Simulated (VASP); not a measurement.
```
CELL_PARAMETERS angstrom
      0.00000     2.39857     2.39857
      2.39857     0.00000     2.39857
      2.39857     2.39857     0.00000
ATOMIC_POSITIONS crystal
  Ca 0.00000 0.00000 0.00000
  O  0.50000 0.50000 0.50000
```

These are optB86b-vdW, VASP's PBE PAW potentials (set 64) (plane waves; VASP 6.6.1) values and carry that method's errors. Run with 520 eV cut-off, Gaussian smearing of 0.050 eV, potentials Ca_sv O.

Task: Estimate the band gap (along the path) with the smallest direct gap where there is one.

Result: 
```yaml
band gap (along the path): 3.63 eV
smallest direct gap (along the path): 4.00 eV
```

Total energies compare only between runs with the same potentials, cut-off and functional.

The compound is CaO in the rock salt structure. It was relaxed first.
